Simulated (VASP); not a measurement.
Input:

```
CELL_PARAMETERS angstrom
      3.49568     0.00000     0.00000
     -1.74784     3.02735     0.00000
      0.00000     0.00000    17.50991
ATOMIC_POSITIONS crystal
  Te 0.33333 0.66667 0.89647
  Te 0.33333 0.66667 0.10353
  W  0.00000 0.00000 0.00000
```

Computed with PBEsol GGA, VASP's PBE PAW potentials (set 64) (plane waves; VASP). Settings: 400 eV cut-off, Gaussian smearing of 0.050 eV, potentials Te W_sv.

The cell holds a wide vacuum, so values per volume refer to the whole cell. Unless said otherwise, spin-orbit coupling is left out, though it shifts the bands of the heavy elements here.

Estimate the band gap (along the path) with the smallest direct gap where there is one.

* **band gap (along the path)**: 1.20 eV
* **smallest direct gap (along the path)**: 1.20 eV

The absolute energy has meaning only against runs of the same code, potentials and settings.

The cell is a sheet with vacuum, built from a database entry that may be metastable or hypothetical.
